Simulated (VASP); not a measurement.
All values below come from r2SCAN meta-GGA, VASP's PBE PAW potentials (set 64) (plane waves; VASP).

The input files of a VASP run:

POSCAR:
```
AuAl2
1
    0.0000000000     3.0297049021     3.0297049021
    3.0297049021     0.0000000000     3.0297049021
    3.0297049021     3.0297049021     0.0000000000
Al Au
2 1
Direct
  0.2500000000   0.2500000000   0.2500000000
  0.7500000000   0.7500000000   0.7500000000
  0.0000000000   0.0000000000   0.0000000000
```

### INCAR
```
# general
SYSTEM =AuAl2
PREC   =Accurate
ENCUT  =520
LREAL  =.FALSE.
LASPH  =.TRUE.

# electronic loop
EDIFF  =1E-7
NELM   =100
ALGO   =Normal
LMAXMIX=6
LMIXTAU=.TRUE.

# smearing
ISMEAR =1
SIGMA  =0.1

# functional
METAGGA=R2SCAN

# ions
ISIF   =2

# output
LWAVE  =.FALSE.
LCHARG =.FALSE.
```

KPOINTS:
```
Automatic
0
Gamma
9 9 9
```

POTCAR, in this order: Al Au (PBE.64 set). Program: vasp_std.

Problem. What will the output report for the number of irreducible k-points (NKPTS), largest plane-wave count, number of space-group operations, FFT grid (NGX, NGY, NGZ)?

Solution. 
* **number of irreducible k-points (NKPTS)**: 35
* **largest plane-wave count**: 1516
* **number of space-group operations**: 48
* **FFT grid (NGX, NGY, NGZ)**: 32 × 32 × 32

The compound is AuAl2 in the fluorite structure. This cell is one point of a volume scan, at 1.03 of the reference volume. The electron count is odd and the run is not spin-polarised, which forces a metal.
